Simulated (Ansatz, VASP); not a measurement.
# Al (Al(110)) in two plane-wave programs

Wanted: the spread between two codes on one cell, functional and k mesh. Other levels of theory on this material are compared in a session of their own.

Program: Ansatz 0.2.0. Level of theory: plane waves, with VASP 6.6.1 beside it; single point at PBE. Results are calculated unless marked as measured.

## (1) Set-up

The cell holds 7 atoms: 7 Al. Its edges and angles: a = 4.050 Å, b = 2.864 Å, c = 26.591 Å, α = 90.0°, β = 90.0°, γ = 90.0°. Vacuum lies along c.

Coordinates:

```xyz
7
Lattice="4.0500 0.0000 0.0000 0.0000 2.8638 0.0000 0.0000 0.0000 26.5913" Properties=species:S:1:pos:R:3
Al    0.0000    0.0000    9.0000
Al    2.0250    1.4319   10.4319
Al    0.0000    0.0000   11.8638
Al    2.0250    1.4319   13.2957
Al    0.0000    0.0000   14.7276
Al    2.0250    1.4319   16.1595
Al    0.0000    0.0000   17.5913
```

## (2) VASP: single point, PBE

A single point gives forces, pressure and levels at one fixed geometry, so differences don't come from the geometry; what else differs is listed under the comparison.

Lines of VASP's logs that name or quote its potential files are left out, and so is its time.

Contents of INCAR:

```
SYSTEM = Al
PREC = Normal
ENCUT = 350
EDIFF = 1E-06
NELM = 120
ISMEAR = 1
SIGMA = 0.1
LREAL = .FALSE.
ALGO = Normal
GGA = PE
NBANDS = 17
LORBIT = 11
LWAVE = .FALSE.
LCHARG = .FALSE.
KPAR = 4
IDIPOL = 3
LDIPOL = .TRUE.
DIPOL = 0.5 0.5 0.5
LVHAR = .TRUE.
LVACPOTAV = .TRUE.
```

Contents of POSCAR:

```
Al
1.0
    4.0500000000      0.0000000000      0.0000000000
    0.0000000000      2.8637824638      0.0000000000
    0.0000000000      0.0000000000     26.5913473914
Al
7
Direct
    0.0000000000      0.0000000000      0.3384559597
    0.5000000000      0.5000000000      0.3923039731
    0.0000000000      0.0000000000      0.4461519866
    0.5000000000      0.5000000000      0.5000000000
    0.0000000000      0.0000000000      0.5538480134
    0.5000000000      0.5000000000      0.6076960269
    0.0000000000      0.0000000000      0.6615440403
```

Contents of KPOINTS:

```
Automatic mesh
0
Gamma
6 9 1
0 0 0
```

The projector-augmented-wave data sets are Al (PBE family, release 64).

Run with:

```
mpirun -np 4 vasp_std
```

Numbers of over 12 decimals in the logs are rounded to 6 here.

Output:

```text
[banner, memory and clock lines left out]
running    4 mpi-ranks, on    1 nodes
 distrk:  each k-point on    1 cores,    4 groups
 distr:  one band on    1 cores,    1 groups

 POSCAR found type information on POSCAR Al
 POSCAR found :  1 types and       7 ions
 LDA part: xc-table for (Slater+PW92), standard interpolation
 POSCAR, INCAR and KPOINTS ok, starting setup
 FFT: planning ... GRIDC
 FFT: planning ... GRID_SOFT
 FFT: planning ... GRID
 WAVECAR not read
 entering main loop
       N       E                     dE             d eps       ncg     rms          rms(c)
DAV:   1     0.515598153691E+02    0.51560E+02   -0.52810E+03   680   0.625E+02
DAV:   2    -0.230775100259E+02   -0.74637E+02   -0.72259E+02   992   0.125E+02
DAV:   3    -0.257870599135E+02   -0.27095E+01   -0.26736E+01   871   0.261E+01
DAV:   4    -0.258904947795E+02   -0.10343E+00   -0.10332E+00  1184   0.599E+00
DAV:   5    -0.258930970574E+02   -0.26023E-02   -0.26022E-02  1147   0.777E-01    0.385E+00
DAV:   6    -0.249067914606E+02    0.98631E+00   -0.45927E+00   735   0.803E+00    0.223E+00
DAV:   7    -0.247731306685E+02    0.13366E+00   -0.79637E-01   814   0.451E+00    0.133E+00
DAV:   8    -0.246979902614E+02    0.75140E-01   -0.29172E-01   816   0.211E+00    0.381E-01
DAV:   9    -0.246954612325E+02    0.25290E-02   -0.23095E-02   844   0.742E-01    0.246E-01
DAV:  10    -0.246941624979E+02    0.12987E-02   -0.33973E-03  1017   0.276E-01    0.149E-01
DAV:  11    -0.246923062965E+02    0.18562E-02   -0.33640E-03   862   0.187E-01    0.500E-02
DAV:  12    -0.246922980215E+02    0.82750E-05   -0.53375E-04   844   0.109E-01    0.304E-02
DAV:  13    -0.246926624868E+02   -0.36447E-03   -0.69776E-04   762   0.876E-02    0.203E-02
DAV:  14    -0.246930798191E+02   -0.41733E-03   -0.16878E-04   723   0.575E-02    0.122E-02
DAV:  15    -0.246934408691E+02   -0.36105E-03   -0.40146E-05   786   0.331E-02    0.106E-02
DAV:  16    -0.246934949325E+02   -0.54063E-04   -0.62130E-06   855   0.139E-02    0.690E-03
DAV:  17    -0.246935768200E+02   -0.81887E-04   -0.66166E-06   691   0.105E-02    0.315E-03
DAV:  18    -0.246935879530E+02   -0.11133E-04   -0.36315E-06   714   0.590E-03    0.143E-03
DAV:  19    -0.246936037009E+02   -0.15748E-04   -0.14698E-06   632   0.453E-03    0.869E-04
DAV:  20    -0.246936173242E+02   -0.13623E-04   -0.11023E-06   584   0.316E-03    0.850E-04
DAV:  21    -0.246936248130E+02   -0.74888E-05   -0.37302E-07   633   0.207E-03    0.368E-04
DAV:  22    -0.246936273376E+02   -0.25247E-05   -0.60295E-08   572   0.114E-03    0.176E-04
DAV:  23    -0.246936291309E+02   -0.17932E-05   -0.10678E-07   544   0.104E-03    0.164E-04
DAV:  24    -0.246936292876E+02   -0.15669E-06   -0.99214E-09   498   0.579E-04
|                                                                             |
|           W    W    AA    RRRRR   N    N  II  N    N   GGGG   !!!           |
|           W    W   A  A   R    R  NN   N  II  NN   N  G    G  !!!           |
|           W    W  A    A  R    R  N N  N  II  N N  N  G       !!!           |
|           W WW W  AAAAAA  RRRRR   N  N N  II  N  N N  G  GGG   !            |
|           WW  WW  A    A  R   R   N   NN  II  N   NN  G    G                |
|           W    W  A    A  R    R  N    N  II  N    N   GGGG   !!!           |
|                                                                             |
|     Did not find any points to average over, which means that no vacuum     |
|     field-free region was found. Please increase the size of  your cell     |
|     in the dimension of the dipole correction to obtain accurate            |
|     workfunction values.                                                    |
|                                                                             |

   1 F= -.24693629E+02 E0= -.24692406E+02  d E =-.367019E-02
```

OUTCAR, selected parts (step 2):

```text
ion  position               nearest neighbor table
   1  0.000  0.000  0.338-   2 2.86   2 2.86   2 2.86   2 2.86   3 2.86
   2  0.500  0.500  0.392-   1 2.86   1 2.86   1 2.86   1 2.86   4 2.86   3 2.86   3 2.86   3 2.86
                             3 2.86
   3  0.000  0.000  0.446-   5 2.86   4 2.86   4 2.86   4 2.86   4 2.86   1 2.86   2 2.86   2 2.86
                             2 2.86   2 2.86
   4  0.500  0.500  0.500-   3 2.86   5 2.86   3 2.86   5 2.86   3 2.86   5 2.86   3 2.86   5 2.86
                             2 2.86   6 2.86
   5  0.000  0.000  0.554-   3 2.86   4 2.86   4 2.86   4 2.86   4 2.86   7 2.86   6 2.86   6 2.86
                             6 2.86   6 2.86
   6  0.500  0.500  0.608-   7 2.86   7 2.86   7 2.86   7 2.86   4 2.86   5 2.86   5 2.86   5 2.86
                             5 2.86
   7  0.000  0.000  0.662-   6 2.86   6 2.86   6 2.86   6 2.86   5 2.86

  LATTYP: Found a simple orthorhombic cell.
 ALAT       =     2.8637824638
 B/A-ratio  =     1.4142135624
 C/A-ratio  =     9.2853936106

 Subroutine GETGRP returns: Found  8 space group operations
 (whereof  8 operations were pure point group operations)

The static configuration has the point symmetry D_2h.

 Found     20 irreducible k-points:

   k-points           NKPTS =     20   k-points in BZ     NKDIM =     20   number of bands    NBANDS=     17

   dimension x,y,z NGX =    20 NGY =   14 NGZ =  126
   dimension x,y,z NGXF=    40 NGYF=   28 NGZF=  252

   ENCUT  =  350.0 eV  25.72 Ry    5.07 a.u.   6.18  4.37 40.56*2*pi/ulx,y,z

   NELECT =      21.0000    total number of electrons

 k-points in reciprocal lattice and weights: Automatic mesh
   0.00000000  0.00000000  0.00000000       0.019
   0.16666667  0.00000000  0.00000000       0.037
   0.33333333  0.00000000  0.00000000       0.037
   0.50000000  0.00000000  0.00000000       0.019
   0.00000000  0.11111111  0.00000000       0.037
   0.16666667  0.11111111  0.00000000       0.074
   0.33333333  0.11111111  0.00000000       0.074
   0.50000000  0.11111111  0.00000000       0.037
   0.00000000  0.22222222  0.00000000       0.037
[...]
0.33333333  0.44444444  0.00000000       0.074
   0.50000000  0.44444444  0.00000000       0.037

 dipolmoment           0.000000      0.000000     -0.000000 electrons x Angstroem

 average (electrostatic) potential at core
       1 -80.1719       2 -80.0803       3 -80.0424       4 -80.0188       5 -80.0424
       6 -80.0803       7 -80.1719

 E-fermi :   0.5384

 k-point     1 :       0.0000    0.0000    0.0000
  band No.  band energies     occupation
    ...
      7      -1.4074      2.00000
      8      -1.1204      2.00000
      9      -0.6540      2.00000
     10       0.3257      2.01037
     11       0.3496      2.02261
     12       0.6859     -0.05750
     13       2.0639     -0.00000
     14       2.2221     -0.00000
     15       3.0265      0.00000
     16       3.9013      0.00000
    ...

 k-point     2 :       0.1667    0.0000    0.0000
  band No.  band energies     occupation
    ...
      6      -3.3564      2.00000
      7      -3.1112      2.00000
      8      -1.5971      2.00000
      9      -1.2640      2.00000
     10       0.4963      1.64691
     11       0.9694     -0.00000
     12       1.8225     -0.00000
     13       2.7450      0.00000
     14       2.7772      0.00000
     15       3.2727      0.00000
    ...

 k-point     3 :       0.3333    0.0000    0.0000
  band No.  band energies     occupation
    ...
      7      -3.8279      2.00000
      8      -2.5919      2.00000
      9      -1.9604      2.00000
     10      -0.2397      2.00000
     11       0.3878      2.05477
     12       2.0521     -0.00000
     13       2.9121      0.00000
     14       4.1061      0.00000
     15       5.1007      0.00000
     16       5.2681      0.00000
    ...

  Total       -1.5197971     -1.7587814     -1.7433392     -0.0000000      0.0000000      0.0000000
  in kB       -7.8951576     -9.1366513     -9.0564309     -0.0000000      0.0000000      0.0000000
  external PRESSURE =      -8.6960799 kB  Pullay stress =       0.0000000 kB

  energy-cutoff  :      350.00
  volume of cell :      308.41
      direct lattice vectors                 reciprocal lattice vectors
     4.050000000  0.000000000  0.000000000     0.246913580  0.000000000  0.000000000
     0.000000000  2.863782464  0.000000000     0.000000000  0.349188534  0.000000000
     0.000000000  0.000000000 26.591347391     0.000000000  0.000000000  0.037606218

 POSITION                                       TOTAL-FORCE (eV/Angst)
 -----------------------------------------------------------------------------------
      0.00000      0.00000      9.00000        -0.000000      0.000000      0.368902
      2.02500      1.43189     10.43189        -0.000000     -0.000000     -0.250237
      0.00000      0.00000     11.86378         0.000000      0.000000     -0.012019
      2.02500      1.43189     13.29567         0.000000      0.000000      0.000000
      0.00000      0.00000     14.72756         0.000000      0.000000      0.012019
      2.02500      1.43189     16.15946        -0.000000      0.000000      0.250237
      0.00000      0.00000     17.59135         0.000000      0.000000     -0.368902
 -----------------------------------------------------------------------------------
    total drift:                               -0.000000      0.000000     -0.000000

  FREE ENERGIE OF THE ION-ELECTRON SYSTEM (eV)
  ---------------------------------------------------
  free  energy   TOTEN  =       -24.6936292876 eV

  energy  without entropy=      -24.6899590956  energy(sigma->0) =      -24.69240589

 vacuum level on the upper side and lower side of the slab         4.530         4.530

 total charge
# of ion       s       p       d       tot
------------------------------------------
    1        0.478   0.281   0.000   0.759
    2        0.437   0.327   0.000   0.763
    3        0.431   0.338   0.000   0.769
    4        0.431   0.339   0.000   0.770
    5        0.431   0.338   0.000   0.769
    6        0.437   0.327   0.000   0.763
    7        0.478   0.281   0.000   0.759
--------------------------------------------------
tot          3.123   2.228   0.000   5.351

[... 3 further parts left out ...]
```

## (3) Ansatz: single point, PBE

Ansatz runs on its default PAW (the set named soft_2) files.

The same cell, functional, mesh and smearing now go to Ansatz, which takes its cutoff from its data sets.

Contents of input.yaml:

```yaml
crystal:
  lattice:
    - [4.05, 0.0, 0.0]
    - [0.0, 2.8637824638, 0.0]
    - [0.0, 0.0, 26.5913473914]
  atoms:
    - { symbol: Al, position: [0.0, 0.0, 0.3384559597] }
    - { symbol: Al, position: [0.5, 0.5, 0.3923039731] }
    - { symbol: Al, position: [0.0, 0.0, 0.4461519866] }
    - { symbol: Al, position: [0.5, 0.5, 0.5] }
    - { symbol: Al, position: [0.0, 0.0, 0.5538480134] }
    - { symbol: Al, position: [0.5, 0.5, 0.6076960269] }
    - { symbol: Al, position: [0.0, 0.0, 0.6615440403] }
hamiltonian:
  xc: pbe
  pseudopotentials: { kind: paw }
kpoints:
  mp_grid: { grid: [6, 9, 1] }
scf:
  occupations: { method: methfessel_paxton, width: 0.1 }
  n_extra_bands: 5
efield:
  axis: 3
  dipole_correction: true
  ramp_width: 0.04
output:
  forces: true
  eigenvalues: true
```

Run with:

```
ansatz run input.yaml --threads 4 --pin off --max-ram 9216MiB --backend cpu --events-out ev --progress --plain --runs-dir out
```

Output:

```text
scf.n_extra_bands = 5 over 11 filled bands (N_el = 21.0): the run solves 16 bands
Engine: ansatz 0.2.0, aarch64-unknown-linux-gnu
Pseudopotentials: kind: paw
Pseudopotential: Al, paw, valence charge 3, recommended cutoff 420 eV (normal), Al.paw.azcp
Functional definition: PBE
  parameter kappa = 0.804
  parameter beta = 0.066725
  exchange = pbe_x(kappa = kappa, mu = beta*pi^2/3)
  correlation = pbe_c(beta = beta)
Crystal: 7 atoms, lattice volume = 308.415 Å³
Basis set: ecut = 420 eV, 6033 PW (Γ), exchange–correlation on 60×40×360 points (8 copies of the dense FFT grid, shifted against one another)
Bands: 16, of which v1, the nominal top of the filled ones, is band 11 counted from 1 (10 counted from 0)
Symmetry: 4 space group operations
k-points: 20 of 54
Non-local potential: Al, projectors of the file, l = 0: 2, l = 1: 2, l = 2: 1
PAW form: soft (Blöchl's): semilocal exchange-correlation on the pseudo side does not see the compensation charge
PAW one-centre angular grid: Al, 110 points (default); XC on 64 Gauss nodes
Initial density: superposition of atomic densities (neutral atoms: chi_scale 0, normalization atom), corrected by the library's trained network
Initial wavefunctions: pseudopotential atomic-orbital guess
Functional: x = pbe(κ = 0.804, μ = 0.219515), c = pbe(β = 0.066725)
SCF iter   1: F=—  HF=-3760.997875 eV  |F-HF|=—  |Δ(HF+E_count)|=         —  Δρ=1.29e-3  dr2=2.78e-2  ethr=1.77e-3  p=0.000 e·Å  D=7.56e-15 V/Å  ΔV_dip=-0.00 eV  dr2_dipole=3.71e-8  V_vac-E_F(+/−)=4.04/4.04 eV  ⟨swp⟩=9.2  Hψ=2374  notcnv=0
efield: sawtooth ramp at fractional position 0.9800 (placed from the atoms, in the widest stretch of the axis that holds none; the zero of the levels goes with the place), width 0.0400; the density the first Hamiltonian is built on has a dipole p = 0.000 e·Å; the dipole correction subtracts the counter field D = 7.56e-15 V/Å, which shifts the + side's vacuum level by -0.00 eV against the − side's; the planar-averaged density in the ramp window peaks in size at 4.1e-6 e/Å³
preconditioner: auto → LDOS  [metal: Δε(μ)=0.008 eV  Ē_g=5.896 eV  σ=0.100 eV  W_gap=0.06  n_scr=28 (ndim 8)  ℏωp=9.7 eV  f_vac=0.506  D(μ)=5.12/eV (n_scr^D=28)  β→1.0]
SCF iter   2: F=—  HF=-3760.994914 eV  |F-HF|=—  |Δ(HF+E_count)|=   2.96e-3  S|Δr|=    0.00e0  Δρ=6.80e-4  dr2=3.61e-3  ethr=1.32e-4  p=-0.000 e·Å  D=-7.85e-6 V/Å  ΔV_dip=0.00 eV  dr2_dipole=1.26e-8  V_vac-E_F(+/−)=4.00/4.00 eV  ⟨swp⟩=2.8  Hψ=664  notcnv=0  defer=6
SCF iter   3: F=—  HF=-3760.994929 eV  |F-HF|=—  |Δ(HF+E_count)|=   1.56e-5  S|Δr|=    0.00e0  Δρ=1.28e-4  dr2=3.55e-4  ethr=1.72e-5  p=-0.000 e·Å  D=-4.81e-6 V/Å  ΔV_dip=0.00 eV  dr2_dipole=9.77e-9  V_vac-E_F(+/−)=4.01/4.01 eV  ⟨swp⟩=2.3  Hψ=468  notcnv=0  defer=6
SCF iter   4: F=—  HF=-3760.994940 eV  |F-HF|=—  |Δ(HF+E_count)|=   1.10e-5  S|Δr|=    0.00e0  Δρ=3.70e-5  dr2=1.98e-5  ethr=1.69e-6  p=-0.000 e·Å  D=-1.20e-6 V/Å  ΔV_dip=0.00 eV  dr2_dipole=1.69e-9  V_vac-E_F(+/−)=4.00/4.00 eV  ⟨swp⟩=2.2  Hψ=460  notcnv=0  defer=6
SCF iter   5: F=—  HF=-3760.995093 eV  |F-HF|=—  |Δ(HF+E_count)|=   1.52e-4  S|Δr|=    0.00e0  Δρ=1.15e-5  dr2=1.16e-6  ethr=9.42e-8  p=-0.000 e·Å  D=-1.40e-7 V/Å  ΔV_dip=0.00 eV  dr2_dipole=8.47e-11  V_vac-E_F(+/−)=3.99/3.99 eV  ⟨swp⟩=2.8  Hψ=552  notcnv=0  defer=6
SCF iter   6: F=-3760.995093 eV  HF=-3760.995093 eV  |F-HF|=5.28e-8  |Δ(HF+E_count)|=   7.20e-7  S|Δr|=    0.00e0  Δρ=3.13e-6  dr2=7.41e-8  ethr=4.76e-10  p=0.000 e·Å  D=1.23e-8 V/Å  ΔV_dip=-0.00 eV  dr2_dipole=7.78e-12  V_vac-E_F(+/−)=3.99/3.99 eV  ⟨swp⟩=12.7  Hψ=1968  notcnv=0
SCF 1 converged in 6 iterations: F = -3760.995093 eV  dr2 = 7.41e-8
  greatest PAW one-centre occupation: 0.484 electrons in one spin orbital (limit 2), on the Al atom at site 0 (counted from 0), in its partial waves of l = 0
SCF converged after 6 iterations
Stability not checked: this state was not tested for a lower state beside it, because cold or Methfessel-Paxton smearing, or corrected tetrahedra, fill the levels in a way that the test cannot read (fill_not_monotonic; see scf.lower_state_search)
Free energy (F): -3760.995093 eV
Harris-Foulkes:  -3760.995093 eV  (|F-HF|=5.28e-8)
Internal energy: -3760.991469 eV  (E = F + TS)
E sigma→0 (E₀):  -3760.994187 eV
Entropy (-TS):   -0.003625 eV (-0.518 meV/atom)
Fermi energy:    0.516726 eV
Dipole field:    D = 0.000003 V/Å  (p = 0.000005 e·Å, saw-weighted, corrected)
Work function:   Φ+ = 3.9890 eV   Φ− = 3.9891 eV
Levels:          The Fermi level and band energies are counted from a zero that moves with the ramp; work functions are not
--- Per-component energies (eV) ---
  E_band       = -74.969704
  E_kinetic    = 151.521083
  E_local      = -5785.210626  (includes V_loc(G=0)·N_el)
  E_nonlocal   = 73.212559
  E_hartree    = 2853.761797
  E_xc         = -273.640089
  E_vxc        = -196.631217  (∫ρ·V_xc dr)
  E_paw        = -3271.029716  (= ΣΔE_a)
  E_vpaw       = -25.383046  (= ΣTr[D̂ρ^β])
  E_aug_tail   = -0.000015  (compensation charges beyond the density's cutoff)
  E_efield     = 0.000000  (sawtooth field / dipole correction)
  E_vefield    = 0.000000  (∫n·V_field dr)
  E_ewald      = 2490.393538
  E_smearing   = -0.003625  (= −TS)
  E_closure    = -0.000000  (closes the sum)
  Σ components = -3760.995093   (vs F -3760.995093, Δ=0.00e0)
--- Forces (eV/Å), atoms counted from 1 ---
  atom   1  Al     0.00000000     0.00000000     0.36915439
  atom   2  Al     0.00000000     0.00000000    -0.24970619
  atom   3  Al     0.00000000     0.00000000    -0.01349167
  atom   4  Al     0.00000000     0.00000000    -0.00000047
  atom   5  Al     0.00000000     0.00000000     0.01349100
  atom   6  Al     0.00000000     0.00000000     0.24970592
  atom   7  Al     0.00000000     0.00000000    -0.36915401
  max |Σ_I F_I| component: 1.03e-6 eV/Å
--- Band table (eV; the first three rows and the last of 20) ---
  k-point 0: bands = [... 7 lower, -1.1380, -0.6776, 0.3048, 0.3253, 0.6659, 2.0383, 2.1978, 3.0034, ... 1 higher]
  k-point 1: bands = [... 7 lower, -0.9340, -0.4653, 0.5089, 0.5333, 0.8465, 2.2247, 2.4020, 3.1375, ... 1 higher]
  k-point 2: bands = [... 7 lower, -0.3221, -0.0461, 0.4689, 0.9886, 1.1212, 1.6132, 1.6608, 2.4097, ... 1 higher]
  k-point 19: bands = [... 7 lower, -1.8592, -1.7952, -1.5600, -0.6501, -0.5533, 0.2552, 0.2989, 1.3996, ... 1 higher]
```

Elapsed: 2.4 s, on 4 threads of Arm Neoverse V1, shared host; peak memory 0.51 GiB.

The column dr2 measures how far the density is from self-consistency, as an energy; F and HF (Harris–Foulkes) agree once it is small.

## (4) Differences

Known differences besides the potentials themselves: the cutoff is 420 eV in Ansatz and 350 eV in VASP (PREC = Normal); VASP leaves aspherical gradient terms in its spheres out (LASPH is not set), Ansatz keeps them. Total energies have different zeros and are not compared.

The two programs side by side:

```csv
quantity,Ansatz,VASP,difference
"work function, lower of the two faces (eV)",3.99,3.99,0.00
"work function, higher of the two faces (eV)",3.99,3.99,0.00
```

Forces (eV/Å; atoms numbered as in POSCAR):

```
atom        Ansatz x, y, z          VASP x, y, z
 Al1   0.000, 0.000, 0.369   0.000, 0.000, 0.369
 Al2  0.000, 0.000, -0.250  0.000, 0.000, -0.250
 Al3  0.000, 0.000, -0.013  0.000, 0.000, -0.012
 Al4   0.000, 0.000, 0.000   0.000, 0.000, 0.000
 Al5   0.000, 0.000, 0.013   0.000, 0.000, 0.012
 Al6   0.000, 0.000, 0.250   0.000, 0.000, 0.250
 Al7  0.000, 0.000, -0.369  0.000, 0.000, -0.369
```

The forces differ by 0.5 meV/Å r.m.s., which is 0.4 % of the r.m.s. force of 0.14 eV/Å (both taken over all components). VASP's log warns that it found no field-free region in the vacuum, so its work functions are uncertain.

## (5) Results

* r.m.s. force difference (single point, PBE): 0.49 meV/Å

**Reading.** The r.m.s. force difference is 0.49 meV/Å (single point, PBE), within the 12 meV/Å picked in this series as the mark of a large difference. 3 further runs of this series are not shown here. How closely two codes agree says nothing of how well the functional describes the real material.

[Lines on the potential files, build, host, timing and source positions are cut from VASP's logs without a mark.]

[Logs are printed without paths, hosts, clocks, repeated set-up lines and the standing remarks that a program may print on its own settings, such as how far it seeks lower states.]

[Hosts, paths, dates, database ids (printed as entryN), source tags and the programs' standing remarks are cut or masked in the printed files.]
